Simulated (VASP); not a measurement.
Given:

```
Pb4S3Se
1.0
    0.00101     5.95163     5.95167
    5.95163     0.00101     5.95167
    2.97632     2.97632     0.00000
Pb Se S
4 1 3
Direct
  0.99690   0.99690   0.00619
  0.99375   0.50625   0.00000
  0.50625   0.99375   0.00000
  0.50310   0.50310   0.99381
  0.25000   0.25000   0.50000
  0.25000   0.75000   0.50000
  0.75000   0.25000   0.50000
  0.75000   0.75000   0.50000
```

The numbers are results of PBEsol GGA, VASP's PBE PAW potentials (set 64) (plane waves; VASP), not measurements. Run with 400 eV cut-off, Gaussian smearing of 0.050 eV, potentials Pb_d Se S.

Unless said otherwise, spin-orbit coupling is left out, though it shifts the bands of the heavy elements here.

### Question
Estimate the band gap (along the path) with the smallest direct gap where there is one.

### Answer

```yaml
band gap (along the path): 0.12 eV
smallest direct gap (along the path): 0.13 eV
```

Only differences to runs with the same potentials and settings are physical.

The structure was generated: Pb4S3Se was put into an ordered model structure (Cmmm), which need not be its known phase. It was relaxed first.
